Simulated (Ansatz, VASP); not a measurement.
## One calculation of CS2, two programs

The input INCAR:

```
SYSTEM = CS2
ALGO = Normal
EDIFF = 1E-6
EDIFFG = -0.3
ENCUT = 520
GGA = PE
IBRION = 2
ISIF = 2
ISMEAR = -1
IVDW = 12
LASPH = .TRUE.
LCHARG = .FALSE.
LREAL = Auto
LWAVE = .FALSE.
NELM = 100
NSW = 35
PREC = Accurate
SIGMA = 0.05
```

Contents of KPOINTS:

```
k-points
0
G
  1 1 1
  0 0 0
```

Contents of POSCAR:

```
CS2
1.0
    9.2831780000      0.0000000000      0.0000000000
    0.0000000000      9.2831780000      0.0000000000
    0.0000000000      0.0000000000      9.2831780000
S C
16 8
Direct
    0.1586883000      0.0959265000      0.9473230000
    0.3195892000     -0.0246311000      0.6777005000
    0.7033559000      0.8571011000      0.9250091000
    0.9603197000      0.6611658000      1.0182745000
    0.5600020000      0.9524523000      0.3607342000
    0.4499959000      0.7074515000      0.1582675000
    0.8041782000      0.8751255000      0.6051998000
    0.9376886000      0.9280923000      0.3010797000
    0.5344505000      0.2139844000      0.8400161000
    0.2868975000      0.4244797000      0.9267846000
    1.0241876000      0.4565541000      0.2900060000
    0.8643631000      0.5052645000      0.5819015000
    0.3314752000      0.4099649000      0.5476345000
    0.5417465000      0.6374775000      0.6785677000
    0.8619307000      0.2033937000      1.0737595000
    0.8795697000      0.1752496000      0.7390712000
    0.2391387000      0.0356477000      0.8125118000
    0.8318378000      0.7591334000      0.9716418000
    0.5049990000      0.8299519000      0.2595008000
    0.8709334000      0.9016089000      0.4531398000
    0.4106740000      0.3192320000      0.8834004000
    0.9442753000      0.4809093000      0.4359538000
    0.4366109000      0.5237212000      0.6131011000
    0.8707502000      0.1893217000      0.9064153000
```

Input for Ansatz:

```yaml
accuracy: low
crystal:
  lattice:
    - [9.283178, 0.0, 0.0]
    - [0.0, 9.283178, 0.0]
    - [0.0, 0.0, 9.283178]
  atoms:
    - { symbol: S, position: [0.1586883, 0.0959265, 0.947323] }
    - { symbol: C, position: [0.2391387, 0.0356477, 0.8125118] }
    - { symbol: S, position: [0.3195892, -0.0246311, 0.6777005] }
    - { symbol: S, position: [0.7033559, 0.8571011, 0.9250091] }
    - { symbol: C, position: [0.8318378, 0.7591334, 0.9716418] }
    - { symbol: S, position: [0.9603197, 0.6611658, 1.0182745] }
    - { symbol: S, position: [0.560002, 0.9524523, 0.3607342] }
    - { symbol: C, position: [0.504999, 0.8299519, 0.2595008] }
    - { symbol: S, position: [0.4499959, 0.7074515, 0.1582675] }
    - { symbol: S, position: [0.8041782, 0.8751255, 0.6051998] }
    - { symbol: C, position: [0.8709334, 0.9016089, 0.4531398] }
    - { symbol: S, position: [0.9376886, 0.9280923, 0.3010797] }
    - { symbol: S, position: [0.5344505, 0.2139844, 0.8400161] }
    - { symbol: C, position: [0.410674, 0.319232, 0.8834004] }
    - { symbol: S, position: [0.2868975, 0.4244797, 0.9267846] }
    - { symbol: S, position: [1.0241876, 0.4565541, 0.290006] }
    - { symbol: C, position: [0.9442753, 0.4809093, 0.4359538] }
    - { symbol: S, position: [0.8643631, 0.5052645, 0.5819015] }
    - { symbol: S, position: [0.3314752, 0.4099649, 0.5476345] }
    - { symbol: C, position: [0.4366109, 0.5237212, 0.6131011] }
    - { symbol: S, position: [0.5417465, 0.6374775, 0.6785677] }
    - { symbol: S, position: [0.8619307, 0.2033937, 1.0737595] }
    - { symbol: C, position: [0.8707502, 0.1893217, 0.9064153] }
    - { symbol: S, position: [0.8795697, 0.1752496, 0.7390712] }
basis:
  ecutwfc: 420.0
kpoints:
  mp_grid: { grid: [1, 1, 1] }
hamiltonian:
  xc: pbe
  dispersion: d3bj
scf:
  occupations: { method: fermi_dirac, width: 0.05 }
  lower_state_search: "off"
relax:
  f_tol: 0.3
  max_steps: 15
  adjacent_minimum: "off"
output:
  write_density: true
  write_potential: true
  elf: true
  volumetric_format: npy
```

Alike in both runs: task relaxation of the atoms; functional PBE; dispersion D3(BJ); k mesh 1 × 1 × 1; occupations fermi-dirac, width 0.05 eV; no spin polarisation.

|  | VASP | Ansatz |
| --- | --- | --- |
| version | VASP 6.6.1 | Ansatz 0.2.0 |
| potentials or method | VASP PAW PBE potentials, release 64 (S, C) | scalar-relativistic, plane waves, PAW |
| plane-wave cutoff (eV) | 520 | 420 |
| valence electrons in the cell | 128 | 128 |

```tsv
	VASP	Ansatz	Ansatz less VASP
gap on the k mesh at the Fermi level, each at its own relaxed structure (eV)	2.77	2.94	+0.172
energy change over the relaxation (meV/atom)	-38	-49	-11.2
```

Ansatz warned: «xc_potential_rough_in_thin_density».
